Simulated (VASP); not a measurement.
Write the native input for VASP 6.6.1 that does the following.

```yaml
Task: band structure
Functional: PBE
Potentials_or_basis: VASP PAW PBE potentials, release 64 (Sn_d, Ge_d, O)
Cutoff: 520 eV
k_mesh: 4 × 4 × 4
Occupations: gaussian, width 0.03 eV
Spin: spin-orbit coupling, no magnetisation
Further_INCAR_settings: ALGO = Fast; EDIFF = 1e-06
```

Crystal: Sn2GeO3.

```
Sn Ge O
1.0
     3.98985    0.00000    0.00000
     0.00000   10.74837    0.00000
     0.00000    0.00000    4.92084
Sn Ge O
4 2 6
Direct
  0.00000 0.33404 0.25903
  0.00000 0.66596 0.25903
  0.50000 0.16596 0.74097
  0.50000 0.83404 0.74097
  0.00000 0.00000 0.29728
  0.50000 0.50000 0.70272
  0.00000 0.16073 0.51661
  0.00000 0.83927 0.51661
  0.00000 0.50000 0.52604
  0.50000 0.33927 0.48339
  0.50000 0.66073 0.48339
  0.50000 0.00000 0.47396
```

The cell was built by a generator and needn't be a form met in nature.

The input as run:

POSCAR

```
Sn2GeO3
1.0
    3.9898500000      0.0000000000      0.0000000000
    0.0000000000     10.7483700000      0.0000000000
    0.0000000000      0.0000000000      4.9208400000
Sn Ge O
4 2 6
Direct
    0.0000000000      0.3340430000      0.2590280000
    0.0000000000      0.6659570000      0.2590280000
    0.5000000000      0.1659570000      0.7409720000
    0.5000000000      0.8340430000      0.7409720000
    0.0000000000      0.0000000000      0.2972840000
    0.5000000000      0.5000000000      0.7027160000
    0.0000000000      0.1607250000      0.5166060000
    0.0000000000      0.8392750000      0.5166060000
    0.0000000000      0.5000000000      0.5260370000
    0.5000000000      0.3392750000      0.4833940000
    0.5000000000      0.6607250000      0.4833940000
    0.5000000000      0.0000000000      0.4739630000
```

INCAR.step1

```
SYSTEM = Sn2GeO3
PREC = Accurate
ENCUT = 520
EDIFF = 1E-6
ISMEAR = 0
SIGMA = 0.03
LREAL = .False.
LASPH = .True.
NELM = 80
ALGO = Fast
ISIF = 2
LWAVE = .False.
LCHARG = .True.
LNONCOLLINEAR = .True.
MAGMOM = 0 0 0 0 0 0 0 0 0 0 0 0 0 0 0 0 0 0 0 0 0 0 0 0 0 0 0 0 0 0 0 0 0 0 0 0
LORBIT = 11
LSORBIT = .True.
GGA_COMPAT = .False.
GGA = PE
KPAR = 8
```

KPOINTS.step1

```
regular mesh
0
Gamma
  4 4 4
  0 0 0
```

INCAR.step2

```
SYSTEM = Sn2GeO3
PREC = Accurate
ENCUT = 520
EDIFF = 1E-6
ISMEAR = 0
SIGMA = 0.05
LREAL = .False.
LASPH = .True.
NELM = 80
ALGO = Fast
ISIF = 2
LWAVE = .False.
LCHARG = .False.
LNONCOLLINEAR = .True.
MAGMOM = 0 0 0 0 0 0 0 0 0 0 0 0 0 0 0 0 0 0 0 0 0 0 0 0 0 0 0 0 0 0 0 0 0 0 0 0
LORBIT = 11
LSORBIT = .True.
GGA_COMPAT = .False.
GGA = PE
KPAR = 8
ICHARG = 11
```

KPOINTS.step2

```
path GXSYGZURTZ,YT,UX,SR
20
line-mode
reciprocal
 0.0000000000  0.0000000000  0.0000000000  G
-0.5000000000  0.0000000000  0.0000000000  X

-0.5000000000  0.0000000000  0.0000000000  X
-0.5000000000  0.0000000000 -0.5000000000  S

-0.5000000000  0.0000000000 -0.5000000000  S
 0.0000000000  0.0000000000 -0.5000000000  Y

 0.0000000000  0.0000000000 -0.5000000000  Y
 0.0000000000  0.0000000000  0.0000000000  G

 0.0000000000  0.0000000000  0.0000000000  G
 0.0000000000 -0.5000000000  0.0000000000  Z

 0.0000000000 -0.5000000000  0.0000000000  Z
-0.5000000000 -0.5000000000  0.0000000000  U

-0.5000000000 -0.5000000000  0.0000000000  U
-0.5000000000 -0.5000000000 -0.5000000000  R

-0.5000000000 -0.5000000000 -0.5000000000  R
 0.0000000000 -0.5000000000 -0.5000000000  T

 0.0000000000 -0.5000000000 -0.5000000000  T
 0.0000000000 -0.5000000000  0.0000000000  Z

 0.0000000000  0.0000000000 -0.5000000000  Y
 0.0000000000 -0.5000000000 -0.5000000000  T

-0.5000000000 -0.5000000000  0.0000000000  U
-0.5000000000  0.0000000000  0.0000000000  X

-0.5000000000  0.0000000000 -0.5000000000  S
-0.5000000000 -0.5000000000 -0.5000000000  R
```

Potentials or basis: VASP PAW PBE potentials, release 64 (Sn_d, Ge_d, O).

The run is started by

```bash
$ cat potpaw_PBE.64/Sn_d/POTCAR potpaw_PBE.64/Ge_d/POTCAR potpaw_PBE.64/O/POTCAR > POTCAR
$ cp INCAR.step1 INCAR
$ cp KPOINTS.step1 KPOINTS
$ mpirun -np 8 vasp_ncl > vasp.out
$ cp INCAR.step2 INCAR
$ cp KPOINTS.step2 KPOINTS
$ mpirun -np 8 vasp_ncl > vasp.out
```

Wall time 72 min on 8 MPI ranks on Intel(R) Xeon(R) 6975P-C (Granite Rapids), with other jobs on the host, peak memory 7.2 GiB a rank.
